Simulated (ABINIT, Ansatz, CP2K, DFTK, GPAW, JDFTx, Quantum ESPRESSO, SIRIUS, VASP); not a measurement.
## ScSi2: programs and potentials compared

```
Sc Si
1.0
     3.66000    0.00000    0.00000
    -1.83000    3.16965    0.00000
     0.00000    0.00000    3.87000
Sc Si
1 2
Cartesian
  0.0000 0.0000 0.0000
  1.8300 1.0566 1.9350
  0.0000 2.1131 1.9350
```

Alike in all runs: task single point; functional PBE; k mesh 8 × 8 × 7; occupations fermi-dirac, width 0.05 eV; no spin polarisation; no spin-orbit coupling. Pressure is positive in compression and, in plane waves, holds the error of the finite cutoff, which Ansatz's Pulay term estimates and takes out.

```tsv
program and potentials	plane-wave cutoff (eV)	notes	pressure (GPa)
Ansatz, Ansatz PAW	420	Pulay term of +0.04 GPa included	25.15
DFTK, PseudoDojo SR PBE 0.4.1 standard (PBE)	1061	-	24.87
SIRIUS, PseudoDojo 0.4.1 PBE standard (scalar relativistic)	1078	-	24.89
GPAW, GPAW PAW data sets (gpaw-data 1.2.1)	600	-	25.50
JDFTx, PseudoDojo-SR-PBE-0.5-standard	1061	-	24.89
ABINIT, JTH PAW PBE v2.0	408	-	25.00
Ansatz, all-electron LAPW, scalar-relativistic	-	-	25.05
VASP, PBE PAW files Sc_sv, Si, 520 eV	520	-	25.17
Quantum ESPRESSO, SSSP 1.3 efficiency PBE	816	-	25.25
CP2K, POTENTIAL_UZH Sc GTH-PBE-q11, Si GTH-PBE-q4; TZVP-MOLOPT-PBE-GTH basis	-	atomic basis	24.28
```

The pressure spans 24.28 (CP2K, POTENTIAL_UZH Sc GTH-PBE-q11, Si GTH-PBE-q4; TZVP-MOLOPT-PBE-GTH basis) to 25.50 GPa (GPAW, GPAW PAW data sets (gpaw-data 1.2.1)), with all-electron results at 25.05. The cell lies far from this level's equilibrium. Rows in atomic bases carry the error of their basis and grid, which can be large.

The functional is the same throughout but for its coding, so the spread measures potentials, basis and numerics; runs on potential files found faulty are left out.
